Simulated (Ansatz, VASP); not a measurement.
BiB in VASP and in Ansatz

```
CELL_PARAMETERS angstrom
3.37013 0.00000 0.00000
0.00000 3.37013 0.00000
0.00000 0.00000 3.37013
ATOMIC_POSITIONS crystal
B 0.00000 0.00000 0.00000
Bi 0.50000 0.50000 0.50000
```

Alike in both runs: task single point; functional PBE; k mesh 6 × 6 × 6; occupations fermi-dirac, width 0.02 eV; no spin polarisation.

|  | VASP | Ansatz |
| --- | --- | --- |
| version | VASP 6.6.1 | Ansatz 0.2.0 |
| potentials or method | VASP PAW PBE potentials, release 64 (B, Bi_d) | plane waves |
| plane-wave cutoff (eV) | 520 | 420 |
| valence electrons in the cell | 18 | 18 |

```csv
,VASP,Ansatz,Ansatz less VASP
pressure (GPa),-0.6,-0.5,+0.10
```
